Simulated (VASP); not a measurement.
All values below come from r2SCAN meta-GGA, VASP's PBE PAW potentials (set 64) (plane waves; VASP 6.6.1).

A VASP calculation is set up with these files.

**KPOINTS**
```
Automatic mesh
0
Gamma
4 4 4
0 0 0
```

POSCAR:
```
B6As
1.0
  3.0652742550   1.7697368036   3.9499291290
 -3.0652742550   1.7697368036   3.9499291290
  0.0000000000  -3.5394736073   3.9499291290
B As
12 2
Direct
  0.0155131917   0.0155131917   0.3249430560
  0.9844868083   0.9844868083   0.6750569440
  0.3249430560   0.0155131917   0.0155131917
  0.6750569440   0.9844868083   0.9844868083
  0.0155131917   0.3249430560   0.0155131917
  0.9844868083   0.6750569440   0.9844868083
  0.8218453800   0.2724624670   0.8218453800
  0.1781546200   0.7275375330   0.1781546200
  0.8218453800   0.8218453800   0.2724624670
  0.1781546200   0.1781546200   0.7275375330
  0.2724624670   0.8218453800   0.8218453800
  0.7275375330   0.1781546200   0.1781546200
  0.6009976803   0.6009976803   0.6009976803
  0.3990023197   0.3990023197   0.3990023197
```

### INCAR
```
! general
SYSTEM  = B6As
PREC    = Accurate
ENCUT   = 520
LREAL   = Auto
LASPH   = .TRUE.

! electronic loop
EDIFF   = 1E-6
NELM    = 100
ALGO    = Normal
LMAXMIX = 4
LMIXTAU = .TRUE.

! smearing
ISMEAR  = 0
SIGMA   = 0.05

! functional
METAGGA = R2SCAN

! ions
IBRION  = 2
NSW     = 60
ISIF    = 3
EDIFFG  = -0.02

! output
LWAVE   = .FALSE.
LCHARG  = .FALSE.
```

POTCAR, in this order: B As (PBE.64 set). Program: vasp_std.

Output of the run:

### OSZICAR
```
       N       E                     dE             d eps       ncg     rms          rms(c)
DAV:   1     0.106740959070E+03    0.10674E+03   -0.21696E+04   806   0.138E+03
DAV:   2    -0.123507752205E+03   -0.23025E+03   -0.21998E+03  1009   0.242E+02
DAV:   3    -0.133623742822E+03   -0.10116E+02   -0.10016E+02  1012   0.511E+01
DAV:   4    -0.133760696148E+03   -0.13695E+00   -0.13660E+00  1068   0.607E+00
DAV:   5    -0.133762488237E+03   -0.17921E-02   -0.17918E-02  1069   0.610E-01    0.131E+01
DAV:   6    -0.120867383439E+03    0.12895E+02   -0.11193E+01   954   0.183E+01    0.779E+00
DAV:   7    -0.119903385348E+03    0.96400E+00   -0.39134E+00  1077   0.106E+01    0.289E+00
DAV:   8    -0.122380920146E+03   -0.24775E+01   -0.24133E+00   883   0.871E+00    0.136E+00
DAV:   9    -0.120443533121E+03    0.19374E+01   -0.56338E-01   890   0.503E+00    0.955E-01
DAV:  10    -0.120488394594E+03   -0.44861E-01   -0.64120E-02   968   0.182E+00    0.231E-01
DAV:  11    -0.120456367669E+03    0.32027E-01   -0.43089E-02   918   0.163E+00    0.559E-02
DAV:  12    -0.120467388557E+03   -0.11021E-01   -0.78858E-03   918   0.750E-01    0.421E-02
DAV:  13    -0.120466610479E+03    0.77808E-03   -0.65321E-04   975   0.205E-01    0.174E-02
DAV:  14    -0.120467065178E+03   -0.45470E-03   -0.44197E-04   939   0.190E-01    0.133E-02
DAV:  15    -0.120466905989E+03    0.15919E-03   -0.88565E-05   960   0.897E-02    0.468E-03
DAV:  16    -0.120466924512E+03   -0.18523E-04   -0.18649E-05   982   0.343E-02    0.309E-03
DAV:  17    -0.120466930585E+03   -0.60723E-05   -0.24533E-06   768   0.141E-02    0.913E-04
DAV:  18    -0.120466931051E+03   -0.46604E-06   -0.96987E-07   585   0.681E-03
   1 F= -.12046693E+03 E0= -.12046693E+03  d E =-.120467E+03
       N       E                     dE             d eps       ncg     rms          rms(c)
DAV:   1    -0.120468881868E+03   -0.19513E-02   -0.11618E-01   876   0.216E+00    0.202E-01
DAV:   2    -0.120469753980E+03   -0.87211E-03   -0.55258E-03  1021   0.368E-01    0.174E-01
DAV:   3    -0.120469145868E+03    0.60811E-03   -0.83635E-04  1008   0.147E-01    0.493E-02
DAV:   4    -0.120469209140E+03   -0.63272E-04   -0.27903E-04   977   0.971E-02    0.454E-02
DAV:   5    -0.120469140056E+03    0.69084E-04   -0.12825E-04   932   0.720E-02    0.297E-02
DAV:   6    -0.120469204448E+03   -0.64393E-04   -0.37615E-05   939   0.387E-02    0.110E-02
DAV:   7    -0.120469207606E+03   -0.31574E-05   -0.58925E-06  1007   0.175E-02    0.132E-03
DAV:   8    -0.120469207544E+03    0.61584E-07   -0.17157E-06   632   0.112E-02
   2 F= -.12046921E+03 E0= -.12046921E+03  d E =-.227649E-02
       N       E                     dE             d eps       ncg     rms          rms(c)
DAV:   1    -0.120469932448E+03   -0.72484E-03   -0.13384E-02   862   0.734E-01    0.687E-02
DAV:   2    -0.120470038567E+03   -0.10612E-03   -0.63832E-04  1021   0.125E-01    0.589E-02
DAV:   3    -0.120469978299E+03    0.60269E-04   -0.98645E-05  1008   0.506E-02    0.159E-02
DAV:   4    -0.120469994135E+03   -0.15837E-04   -0.31597E-05   963   0.328E-02    0.158E-02
DAV:   5    -0.120469987605E+03    0.65300E-05   -0.14645E-05   925   0.244E-02    0.988E-03
DAV:   6    -0.120469997138E+03   -0.95323E-05   -0.48147E-06   911   0.139E-02    0.372E-03
DAV:   7    -0.120469997738E+03   -0.60010E-06   -0.55755E-07   515   0.550E-03
   3 F= -.12047000E+03 E0= -.12047000E+03  d E =-.306669E-02
       N       E                     dE             d eps       ncg     rms          rms(c)
DAV:   1    -0.120470550309E+03   -0.55317E-03   -0.36518E-02   834   0.100E+00    0.539E-02
DAV:   2    -0.120470561843E+03   -0.11534E-04   -0.10784E-03  1028   0.183E-01    0.321E-02
DAV:   3    -0.120470529461E+03    0.32382E-04   -0.18784E-04   971   0.706E-02    0.970E-03
DAV:   4    -0.120470536554E+03   -0.70934E-05   -0.37951E-05   919   0.356E-02    0.725E-03
DAV:   5    -0.120470530585E+03    0.59696E-05   -0.12246E-05   940   0.231E-02    0.245E-03
DAV:   6    -0.120470538771E+03   -0.81861E-05   -0.92191E-06   890   0.199E-02    0.114E-03
DAV:   7    -0.120470540300E+03   -0.15287E-05   -0.51949E-07   550   0.528E-03    0.602E-04
DAV:   8    -0.120470540272E+03    0.27976E-07   -0.13559E-07   508   0.280E-03
   4 F= -.12047054E+03 E0= -.12047054E+03  d E =-.542534E-03
       N       E                     dE             d eps       ncg     rms          rms(c)
DAV:   1    -0.120470540452E+03   -0.15212E-06   -0.56045E-06   805   0.125E-02    0.682E-04
DAV:   2    -0.120470540425E+03    0.26550E-07   -0.15605E-07   466   0.234E-03
   5 F= -.12047054E+03 E0= -.12047054E+03  d E =-.542687E-03
       N       E                     dE             d eps       ncg     rms          rms(c)
DAV:   1    -0.120470697765E+03   -0.15731E-03   -0.13865E-02   806   0.653E-01    0.377E-02
DAV:   2    -0.120470706473E+03   -0.87083E-05   -0.34560E-04  1006   0.106E-01    0.168E-02
DAV:   3    -0.120470699344E+03    0.71290E-05   -0.36574E-05  1019   0.372E-02    0.603E-03
DAV:   4    -0.120470700869E+03   -0.15246E-05   -0.12710E-05   967   0.197E-02    0.282E-03
DAV:   5    -0.120470700342E+03    0.52696E-06   -0.37103E-06   868   0.140E-02
   6 F= -.12047070E+03 E0= -.12047070E+03  d E =-.159917E-03
```

### OUTCAR
```
------------------------ aborting loop because EDIFF is reached ----------------------------------------
  FORCE on cell =-STRESS in cart. coord.  units (eV):
  Direction    XX          YY          ZZ          XY          YZ          ZX
  --------------------------------------------------------------------------------------
  Total        0.0219312      0.0219311     -0.0275048      0.0000000      0.0000000      0.0000000
  in kB        0.2717713      0.2717713     -0.3408405      0.0000000      0.0000000      0.0000000
  external PRESSURE =       0.0675674 kB  Pullay stress =       0.0000000 kB
  volume of cell :      129.29
      direct lattice vectors                 reciprocal lattice vectors
     3.067697613  1.771135930  3.965999740     0.162988685  0.094101567  0.084047745
    -3.067697613  1.771135930  3.965999740    -0.162988685  0.094101567  0.084047745
     0.000000000 -3.542271859  3.965999740     0.000000000 -0.188203134  0.084047745
 POSITION                                       TOTAL-FORCE (eV/Angst)
 -----------------------------------------------------------------------------------
      0.00000     -1.09715      1.40908        -0.000000     -0.004756     -0.002583
      0.00000      1.09715     10.48892        -0.000000      0.004756      0.002583
      0.95016      0.54857      1.40908         0.004119      0.002378     -0.002583
     -0.95016     -0.54857     10.48892        -0.004119     -0.002378      0.002583
     -0.95016      0.54857      1.40908        -0.004119      0.002378     -0.002583
      0.95016     -0.54857     10.48892         0.004119     -0.002378      0.002583
      1.68462     -0.97262      7.59953         0.000765     -0.000441      0.005551
     -1.68462      0.97262      4.29847        -0.000765      0.000441     -0.005551
      0.00000      1.94524      7.59953        -0.000000      0.000883      0.005551
      0.00000     -1.94524      4.29847        -0.000000     -0.000883     -0.005551
     -1.68462     -0.97262      7.59953        -0.000765     -0.000441      0.005551
      1.68462      0.97262      4.29847         0.000765      0.000441     -0.005551
      0.00000     -0.00000      7.14403        -0.000000     -0.000000      0.001367
      0.00000     -0.00000      4.75397        -0.000000      0.000000     -0.001367
 -----------------------------------------------------------------------------------
    total drift:                               -0.000000     -0.000000     -0.000000
  FREE ENERGIE OF THE ION-ELECTRON SYSTEM (eV)
  ---------------------------------------------------
  free  energy   TOTEN  =      -120.4707003417 eV

  energy  without entropy=     -120.4707003417  energy(sigma->0) =     -120.47070034

 reached required accuracy - stopping structural energy minimisation
```
(Selected blocks of OUTCAR.)

**CONTCAR**
```
B6As
   1.00000000000000
     3.0676976129180522    1.7711359296799121    3.9659997397711120
    -3.0676976129180522    1.7711359296799121    3.9659997397711120
     0.0000000000000000   -3.5422718594603100    3.9659997397712945
  B               As
    12     2
Direct
     0.0151865787191620    0.0151865787191620    0.3249159894321371
     0.9848134212808379    0.9848134212808379    0.6750840105678629
     0.3249159894321391    0.0151865787191600    0.0151865787191620
     0.6750840105678609    0.9848134212808400    0.9848134212808379
     0.0151865787191600    0.3249159894321391    0.0151865787191620
     0.9848134212808400    0.6750840105678609    0.9848134212808379
     0.8217730146264277    0.2726237286282080    0.8217730146264332
     0.1782269853735723    0.7273762713717919    0.1782269853735668
     0.8217730146264332    0.8217730146264332    0.2726237286282026
     0.1782269853735668    0.1782269853735668    0.7273762713717975
     0.2726237286282080    0.8217730146264277    0.8217730146264332
     0.7273762713717919    0.1782269853735723    0.1782269853735668
     0.6004394295045654    0.6004394295045654    0.6004394295045654
     0.3995605704954346    0.3995605704954346    0.3995605704954346
```

The structure comes from a computed database's B6As entry (R-3m); how it stands against other phases isn't given here. This run relaxes it. Symmetry was kept, so distortions that lower it aren't found. The start is the result of an earlier pass.
